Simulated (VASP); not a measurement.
GaAs:

```
CELL_PARAMETERS angstrom
0.00000 2.87269 2.87269
2.87269 0.00000 2.87269
2.87269 2.87269 0.00000
ATOMIC_POSITIONS crystal
Ga 0.00000 0.00000 0.00000
As 0.25000 0.25000 0.25000
```

```yaml
Program: VASP 6.6.1
Task: relaxation of cell and atoms
Functional: LDA
Potentials_or_basis: VASP PAW LDA potentials, release 64 (Ga_d, As)
Cutoff: 600 eV
k_mesh: 12 × 12 × 12
Occupations: gaussian, width 0.02 eV
Spin: no spin polarisation
```

At the start: pressure -4.4 GPa; volume 23.71 Å³/atom.

How do energy, volume and symmetry change on relaxing?

Over 3 steps the energy falls by 24.3 meV/atom and the volume is 22.08 Å³/atom (-6.9 %); space group F-43m (No. 216, to 0.05 Å).

Step by step:
```csv
step,energy change (eV),largest force (eV/Å),pressure (GPa),volume (Å³)
1,0.0000,0.0000,-4.45,47.41
2,-0.0417,0.0000,2.02,43.04
3,-0.0486,0.0000,0.01,44.15
```

Final structure:
```
Ga As
1.0
     0.00000    2.80522    2.80522
     2.80522    0.00000    2.80522
     2.80522    2.80522    0.00000
Ga As
1 1
Direct
  0.00000 0.00000 0.00000
  0.25000 0.25000 0.25000
```
